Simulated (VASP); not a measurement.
# RbAg2 (P4/mmm) in VASP: notebook

One crystal, RbAg2, is run at these levels: PBE; tasks: single point, relaxation of cell and atoms.

Everything below comes from runs of VASP 6.6.1. Logs are shortened: lines on timing, memory, paths and dates and some standing lists are left out, and cuts for length are marked.

**1. The cell of the first run**

It takes space group P4/mmm (No. 123, tetragonal). Conventional cell: a = 4.770 Å, b = 4.770 Å, c = 5.407 Å, α = 90.00°, β = 90.00°, γ = 90.00°. Around Rb (site symmetry 4/mmm) lie 8 Ag at 3.64 Å. Around Ag (site symmetry 4mm) lie 2 Ag at 2.69 to 2.72 Å.

The cell was built by a generator and needn't be a form met in nature.

**2. Single point, PBE (random cell by space group and Wyckoff sites (P4/mmm, No. 123))**

The input, INCAR:

```
PREC     = Accurate       # precision mode
ENCUT    = 520            # plane-wave cutoff, eV
EDIFF    = 1E-6           # SCF threshold, eV
ISMEAR   = 0              # smearing method
SIGMA    = 0.1            # smearing width, eV
LREAL    = F              # projectors in reciprocal space
LASPH    = T              # aspherical terms in the spheres
NELM     = 100            # most SCF steps
ALGO     = Normal         # electronic algorithm
ISIF     = 2              # what is computed and relaxed
LWAVE    = F              # write WAVECAR
LCHARG   = F              # write CHGCAR
GGA      = PE             # functional
NBANDS   = 22             # bands
```

The input, KPOINTS:

```
regular mesh
0
Gamma
  4 4 4
```

The input, POSCAR:

```
RbAg2
1.0
    4.7697538599      0.0000000000      0.0000000000
    0.0000000000      4.7697538599      0.0000000000
    0.0000000000      0.0000000000      5.4071863713
Rb Ag
1 2
Direct
    0.5000000000      0.5000000000      0.0000000000
    0.0000000000      0.0000000000      0.7484745991
    0.0000000000      0.0000000000      0.2515254009
```

Potentials or basis: VASP PAW PBE potentials, release 64 (Rb_sv, Ag).

Command:

```sh
$ cat potpaw_PBE.64/Rb_sv/POTCAR potpaw_PBE.64/Ag/POTCAR > POTCAR
$ mpirun -np 1 vasp_std > vasp.out
```

OUTCAR:

```text
PREC = Accurate
   ENCUT = 520
   EDIFF = 1E-6
   ISMEAR = 0
   LREAL = F
   LASPH = T
   NELM = 100
   ISIF = 2
   GGA = PE

 ion  position               nearest neighbor table
   1  0.500  0.500  0.000-   2 3.64   3 3.64   2 3.64   3 3.64   2 3.64   3 3.64   2 3.64   3 3.64

   2  0.000  0.000  0.748-   3 2.69   3 2.72   1 3.64   1 3.64   1 3.64   1 3.64
   3  0.000  0.000  0.252-   2 2.69   2 2.72   1 3.64   1 3.64   1 3.64   1 3.64

  LATTYP: Found a simple tetragonal cell.
 ALAT       =     4.7697538599
 C/A-ratio  =     1.1336405463

  Lattice vectors:

 A1 = (   4.7697538599,   0.0000000000,   0.0000000000)
 A2 = (   0.0000000000,   4.7697538599,   0.0000000000)
 A3 = (   0.0000000000,   0.0000000000,   5.4071863713)

Analysis of symmetry for initial positions (statically):
=====================================================================
 Subroutine PRICEL returns:
 Original cell was already a primitive cell.

 Routine SETGRP: Setting up the symmetry group for a
 simple tetragonal supercell.

 Subroutine GETGRP returns: Found 16 space group operations
 (whereof 16 operations were pure point group operations)
 out of a pool of 16 trial point group operations.

The static configuration has the point symmetry D_4h.

Analysis of symmetry for dynamics (positions and initial velocities):
=====================================================================
 Subroutine PRICEL returns:
 Original cell was already a primitive cell.

 Routine SETGRP: Setting up the symmetry group for a
 simple tetragonal supercell.

 Subroutine GETGRP returns: Found 16 space group operations
 (whereof 16 operations were pure point group operations)
 out of a pool of 16 trial point group operations.

The dynamic configuration has the point symmetry D_4h.

 Subroutine INISYM returns: Found 16 space group operations
 (whereof 16 operations are pure point group operations),
 and found     1 'primitive' translations

----------------------------------------------------------------------------------------

                                     Primitive cell

  volume of cell :     123.0165

  direct lattice vectors                    reciprocal lattice vectors
[... 76 lines left out ...]
   ISPIN  =      1    spin polarized calculation?
   LNONCOLLINEAR =      F non collinear calculations
   LSORBIT =      F    spin-orbit coupling
   LASPH  =      T    aspherical Exc in radial PAW
   ENCUT  =  520.0 eV  38.22 Ry    6.18 a.u.   8.87  8.87 10.05*2*pi/ulx,y,z
   NELM   =    100;   NELMIN=  2; NELMDL= -5     # of ELM steps
   EDIFF  = 0.1E-05   stopping-criterion for ELM
   LREAL  =      F    real-space projection
   EDIFFG = 0.1E-04   stopping-criterion for IOM
   NSW    =      0    number of steps for IOM
   IBRION =     -1    ionic relax: 0-MD 1-quasi-New 2-CG
   NFREE  =      0    steps in history (QN), initial steepest desc. (CG)
   ISIF   =      2    stress and relaxation
   ISYM   =      2    0-nonsym 1-usesym 2-fastsym
   POTIM  = 0.5000    time-step for ionic-motion
   TEBEG  =    0.0;   TEEND  =   0.0 temperature during run
   PSTRESS=    0.0 pullay stress
   NELECT =      31.0000    total number of electrons
   NUPDOWN=      -1.0000    fix difference up-down
   EMIN   =  10.00;   EMAX   =-10.00  energy-range for DOS
   EFERMI =   0.00;   METHOD = LEGACY
   ISMEAR =     0;   SIGMA  =   0.10  broadening in eV -4-tet -1-fermi 0-gaus
   EFERMI_NEDOS =   21; number of points for ismear=-14 and -15
   IALGO  =     38    algorithm
   IMIX   =      4    mixing-type and parameters
     AMIX     =   0.40;   BMIX     =  1.00
     AMIX_MAG =   1.60;   BMIX_MAG =  1.00
  volume/ion in A,a.u.               =      41.01       276.72
  Fermi-wavevector in a.u.,A,eV,Ry     =   1.034049  1.954069 14.548119  1.069257
  Thomas-Fermi vector in A             =   2.168325
   LORBIT       =      0    0 simple, 1 ext, 2 COOP (PROOUT), +10 PAW based schemes
   GGA     = PE    functional components
   LHFCALC =     F    Hartree Fock is set to
   AEXX    =    0.0000 exact exchange contribution
   IVDW    =     0    specifies the selected vdW correction
   LEPSILON=     F    determine dielectric tensor
   LRPA    =     F    only Hartree local field effects (RPA)
 non-spin polarized calculation
 Gauss-broadening in eV      SIGMA  =   0.10
  energy-cutoff  :      520.00
  volume of cell :      123.02
 maximum number of plane-waves:      3352
 NGX is ok and might be reduce to    36
   NGX = 17   NGY = 17   NGZ = 21

 number of electron      30.9999994 magnetization

 Free energy of the ion-electron system (eV)
  ---------------------------------------------------
  ext. energy  EPLUGINS =         0.00000000
  ---------------------------------------------------
  free energy    TOTEN  =        -5.59971585 eV

  energy without entropy =       -5.59148139  energy(sigma->0) =       -5.59559862

 E-fermi :   1.6142     XC(G=0):  -7.4425

 val. band max:        1.3717466435   @ k =   0.2500   0.0000   0.2500
 cond. band min:       1.6191702727   @ k =   0.2500   0.2500   0.2500
 fundamental gap:      0.2474236292
 Fermi energy:         1.6141869046

 k-point     1 :       0.0000    0.0000    0.0000
  band No.  band energies     occupation
      1     -26.1960      2.00000
      2     -10.3340      2.00000
      3     -10.2649      2.00000
      4     -10.2649      2.00000
      5      -3.9260      2.00000
      6      -3.0484      2.00000
[... 439 lines left out ...]
     21       6.2533      0.00000
     22       7.2719      0.00000

------------------------ aborting loop because EDIFF is reached ----------------------------------------

  FORCE on cell =-STRESS in cart. coord.  units (eV):
  Direction    XX          YY          ZZ          XY          YZ          ZX
  --------------------------------------------------------------------------------------
  -------------------------------------------------------------------------------------
  Total        0.1586095      0.1586095      0.0665800      0.0000000      0.0000000      0.0000000
  in kB        2.0657436      2.0657436      0.8671437      0.0000000      0.0000000      0.0000000
  external PRESSURE =       1.6662103 kB  Pullay stress =       0.0000000 kB

 VOLUME and BASIS-vectors are now :
 -----------------------------------------------------------------------------
  energy-cutoff  :      520.00
  volume of cell :      123.02
      direct lattice vectors                 reciprocal lattice vectors
     4.769753860  0.000000000  0.000000000     0.209654424  0.000000000  0.000000000
     0.000000000  4.769753860  0.000000000     0.000000000  0.209654424  0.000000000
     0.000000000  0.000000000  5.407186371     0.000000000  0.000000000  0.184939067

 POSITION                                       TOTAL-FORCE (eV/Angst)
 -----------------------------------------------------------------------------------
      2.38488      2.38488      0.00000         0.000000      0.000000      0.000000
      0.00000      0.00000      4.04714         0.000000      0.000000     -0.006260
      0.00000      0.00000      1.36004        -0.000000      0.000000      0.006260
 -----------------------------------------------------------------------------------
    total drift:                                0.000000      0.000000     -0.000000

  FREE ENERGIE OF THE ION-ELECTRON SYSTEM (eV)
  ---------------------------------------------------
  free  energy   TOTEN  =        -5.5997158496 eV

  energy  without entropy=       -5.5914813903  energy(sigma->0) =       -5.59559862
```

OSZICAR:

```text
N       E                     dE             d eps       ncg     rms          rms(c)
DAV:   1     0.172909719805E+03    0.17291E+03   -0.13512E+04   792   0.119E+03
DAV:   2     0.333636511707E+01   -0.16957E+03   -0.15726E+03   942   0.250E+02
DAV:   3    -0.549576548669E+01   -0.88321E+01   -0.87720E+01  1168   0.528E+01
DAV:   4    -0.574254518582E+01   -0.24678E+00   -0.24663E+00  1046   0.647E+00
DAV:   5    -0.574748398773E+01   -0.49388E-02   -0.49386E-02  1076   0.780E-01    0.416E+00
DAV:   6    -0.561645599729E+01    0.13103E+00   -0.49672E-01   870   0.498E+00    0.229E+00
DAV:   7    -0.560084195460E+01    0.15614E-01   -0.21348E-02   930   0.819E-01    0.116E+00
DAV:   8    -0.559813874583E+01    0.27032E-02   -0.17477E-02   950   0.755E-01    0.129E-01
DAV:   9    -0.559916386129E+01   -0.10251E-02   -0.17459E-03   946   0.179E-01    0.758E-02
DAV:  10    -0.559966614907E+01   -0.50229E-03   -0.65272E-04   852   0.117E-01    0.186E-02
DAV:  11    -0.559968873112E+01   -0.22582E-04   -0.30790E-05  1104   0.234E-02    0.105E-02
DAV:  12    -0.559971373717E+01   -0.25006E-04   -0.36160E-05   852   0.229E-02    0.255E-03
DAV:  13    -0.559971531576E+01   -0.15786E-05   -0.19597E-06   768   0.542E-03    0.149E-03
DAV:  14    -0.559971584956E+01   -0.53380E-06   -0.71504E-07   704   0.372E-03
   1 F= -.55997158E+01 E0= -.55955986E+01  d E =-.823446E-02
```

stdout:

```text
POSCAR found type information on POSCAR RbAg
 POSCAR found :  2 types and       3 ions
 scaLAPACK will be used
 LDA part: xc-table for (Slater+PW92), standard interpolation
 POSCAR, INCAR and KPOINTS ok, starting setup
 FFT: planning ... GRIDC
 FFT: planning ... GRID_SOFT
 FFT: planning ... GRID
 WAVECAR not read
 entering main loop
```

Run time: 53 s. Hardware: 1 thread of Intel Xeon Platinum 8375C at 2.90GHz (Ice Lake), shared host; peak memory 0.23 GiB.

Results:

```yaml
Free_energy: -5.5997 eV
Pressure: 0.2 GPa
Largest_force: 0.006 eV/Å
Band_gap_on_the_k_mesh: none (metal or under the smearing width)
```

Forces on the atoms (eV/Å):
```
Rb   0.000  0.000  0.000
Ag   0.000  0.000 -0.006
Ag   0.000  0.000  0.006
```

Stress tensor (GPa, compression positive):
```
0.21 0.00 0.00
0.00 0.21 0.00
0.00 0.00 0.09
```

Levels at points of the mesh, in eV from the Fermi level:
| k point | band 12 | band 13 | band 14 | band 15 | band 16 | band 17 | band 18 | band 19 |
| --- | --- | --- | --- | --- | --- | --- | --- | --- |
| (0.00, 0.00, 0.00) | -3.57 | -3.15 | -3.15 | -3.09 | 1.24 | 3.06 | 3.42 | 3.42 |
| (0.50, 0.00, 0.00) | -3.16 | -3.15 | -3.06 | -2.37 | -0.40 | 2.41 | 2.80 | 2.94 |
| (0.50, 0.50, 0.00) | -3.16 | -3.16 | -2.96 | -2.14 | 1.01 | 1.01 | 2.62 | 3.05 |
| (0.00, 0.00, 0.50) | -3.98 | -3.94 | -3.91 | -2.60 | -2.12 | 3.83 | 3.90 | 3.90 |
| (0.50, 0.00, 0.50) | -3.92 | -3.91 | -3.89 | -1.60 | -1.33 | 1.19 | 1.63 | 3.88 |
| (0.50, 0.50, 0.50) | -3.95 | -3.84 | -3.84 | -1.40 | -0.70 | 1.62 | 1.62 | 2.78 |

**3. Relaxation of cell and atoms, PBE (random cell by space group and Wyckoff sites (P4/mmm, No. 123))**

The input, INCAR:

```
PREC = Accurate ; ENCUT = 600
EDIFF = 1E-6 ; ISMEAR = 0
SIGMA = 0.1 ; LREAL = F
LASPH = T ; NELM = 100
ALGO = Normal ; ISIF = 3
LWAVE = F ; LCHARG = F
GGA = PE ; IBRION = 2
NSW = 90 ; EDIFFG = -0.04
```

KPOINTS is that of step 2.

The input, POSCAR:

```
RbAg2
1.0
    4.1971211700      0.0000000000      0.0000000000
    0.0000000000      4.1971211700      0.0000000000
    0.0000000000      0.0000000000      5.0628027300
Rb Ag
1 2
Direct
    0.5000000000      0.5000000000      0.0000000000
    0.0000000000      0.0000000000      0.7445337500
    0.0000000000      0.0000000000      0.2554662500
```

Potentials or basis: VASP PAW PBE potentials, release 64 (Rb_sv, Ag).

Command:

```sh
$ cat potpaw_PBE.64/Rb_sv/POTCAR potpaw_PBE.64/Ag/POTCAR > POTCAR
$ mpirun -np 1 vasp_std > vasp.out
```

It took 4.5 min on 1 thread of Intel Xeon Platinum 8375C at 2.90GHz (Ice Lake), shared host; peak memory 0.25 GiB.

The run converged. Its results:

```yaml
Free_energy: -5.5944 eV
Relaxed_volume: 41.87 Å³/atom
Relaxed_cell: a = 4.818 Å, b = 4.818 Å, c = 5.412 Å, α = 90.00°, β = 90.00°, γ = 90.00°
Space_group_after_relaxing_to_0.05_Å: P4/mmm (No. 123)
Energy_gained_by_relaxing: 212.2 meV/atom
Ionic_steps: 8
Pressure_after_relaxing: 0.0 GPa
Band_gap_on_the_k_mesh: none (metal or under the smearing width)
```

The path:
```tsv
step	energy change (eV)	largest force (eV/Å)	pressure (GPa)	volume (Å³)
1	0.0000	0.2694	8.31	89.19
2	-0.5026	0.1217	0.92	110.54
3	-0.5061	0.1289	0.41	113.72
4	-0.5909	0.0113	0.14	118.39
5	-0.6302	0.2771	0.06	126.14
6	-0.6325	0.2222	0.04	124.72
7	-0.6363	0.0486	0.01	125.41
8	-0.6365	0.0015	-0.01	125.60
```

Final structure:
```yaml
crystal:
  lattice:
    - [4.81765, 0.00000, 0.00000]
    - [0.00000, 4.81765, 0.00000]
    - [0.00000, 0.00000, 5.41170]
  atoms:
    - { symbol: Rb, position: [0.50000, 0.50000, 0.00000] }
    - { symbol: Ag, position: [0.00000, 0.00000, 0.74862] }
    - { symbol: Ag, position: [0.00000, 0.00000, 0.25138] }
```

Levels at points of the mesh, in eV from the Fermi level:
| k point | band 13 | band 14 | band 15 | band 16 | band 17 | band 18 |
| --- | --- | --- | --- | --- | --- | --- |
| (0.00, 0.00, 0.00) | -3.15 | -3.15 | -3.09 | 1.27 | 3.06 | 3.33 |
| (0.50, 0.00, 0.00) | -3.15 | -3.06 | -2.40 | -0.40 | 2.40 | 2.74 |
| (0.50, 0.50, 0.00) | -3.16 | -2.96 | -2.16 | 0.97 | 0.97 | 2.60 |
| (0.00, 0.00, 0.50) | -3.93 | -3.90 | -2.57 | -2.10 | 3.80 | 3.84 |
| (0.50, 0.00, 0.50) | -3.91 | -3.89 | -1.60 | -1.36 | 1.18 | 1.62 |
| (0.50, 0.50, 0.50) | -3.84 | -3.83 | -1.41 | -0.74 | 1.62 | 1.62 |

Caveat: the k mesh is coarse (spacing up to 0.37 Å⁻¹), so the values aren't converged; the volume moved by over 15 % at a fixed basis, so the end points are rough.
